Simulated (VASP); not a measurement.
Write the native input for VASP 6.6.1 that does the following.

```yaml
Task: relaxation of cell and atoms
Functional: PBE
Potentials_or_basis: VASP PAW PBE potentials, release 64 (Mg, C)
Cutoff: 600 eV
k_mesh: 7 × 7 × 9
Occupations: gaussian, width 0.05 eV
Spin: no spin polarisation
Further_INCAR_settings: ALGO = Normal; EDIFF = 1e-06; IBRION = 2; EDIFFG = -0.01; NSW = 40; ISIF = 3
```

The structure of Mg2C lies in POSCAR:

```
Mg2C
1.0
    4.4821611300      0.0000000000      0.0000000000
   -2.2410805700      3.8816654100      0.0000000000
    0.0000000000      0.0000000000      3.1345105800
Mg C
2 1
Direct
    0.3333333300      0.6666666700      0.9482956500
    0.6666666700      0.3333333300      0.0517043500
    0.0000000000      0.0000000000      0.5000000000
```

The cell was built by a generator and needn't be a form met in nature.

These files were run (other wordings do the same):

INCAR

```
SYSTEM = Mg2C
  PREC = Accurate
  ENCUT = 600
  EDIFF = 1E-6
  ISMEAR = 0
  SIGMA = 0.05
  LREAL = .FALSE.
  LASPH = .TRUE.
  NELM = 60
  ALGO = Normal
  ISIF = 3
  LWAVE = .FALSE.
  LCHARG = .FALSE.
  GGA = PE
  IBRION = 2
  NSW = 40
  EDIFFG = -0.01
```

KPOINTS

```
Automatic mesh
0
G
  7 7 9
  0 0 0
```

Potentials or basis: VASP PAW PBE potentials, release 64 (Mg, C).

The run is started by

```console
$ cat potpaw_PBE.64/Mg/POTCAR potpaw_PBE.64/C/POTCAR > POTCAR
$ mpirun -np 1 vasp_std > vasp.out
```

Results of the run:

```yaml
Relaxed_volume: 16.82 Å³/atom
Relaxed_cell: a = 3.543 Å, b = 3.543 Å, c = 4.644 Å, α = 90.00°, β = 90.00°, γ = 120.00°
Space_group_after_relaxing_to_0.05_Å: P-3m1 (No. 164)
Energy_gained_by_relaxing: 1121.5 meV/atom
Ionic_steps: 27
Pressure_after_relaxing: 0.0 GPa
Largest_force_after_relaxing: 0.008 eV/Å
Band_gap_on_the_k_mesh: none (metal or under the smearing width)
```

It took 9.5 min on 1 thread of Intel(R) Xeon(R) Platinum 8375C CPU @ 2.90GHz (Ice Lake), with other jobs on the host, peak memory 0.22 GiB.
